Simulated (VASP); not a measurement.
Energy against volume of ZnO (wurtzite). All values below come from PBE GGA with D4 dispersion, VASP's PBE PAW potentials (set 64) (plane waves; VASP). Numerical set-up: 520 eV cut-off, 8×8×4 Γ-centred mesh, Gaussian smearing of 0.050 eV, potentials Zn O.

Shape and ions are relaxed at each volume.

| V (Å³/atom) | E (eV/atom) |
|---|---|
| 11.733 | -4.69051 |
| 12.096 | -4.69619 |
| 12.459 | -4.69249 |
| 12.822 | -4.68089 |

### Question
Fit these four points and predict the energy of the run at 11.371 Å³/atom.

### Answer
A cubic in V^(−2/3), the third-order Birch-Murnaghan form, passes through the four points with V0 = 12.12 Å³/atom and B0 = 136 GPa, and gives -4.6737 eV/atom there. The run gave -4.6738 eV/atom, -0.1 meV/atom from the fit; all five points give B0 = 136 GPa.

The compound is ZnO in the wurtzite structure. It was relaxed first.
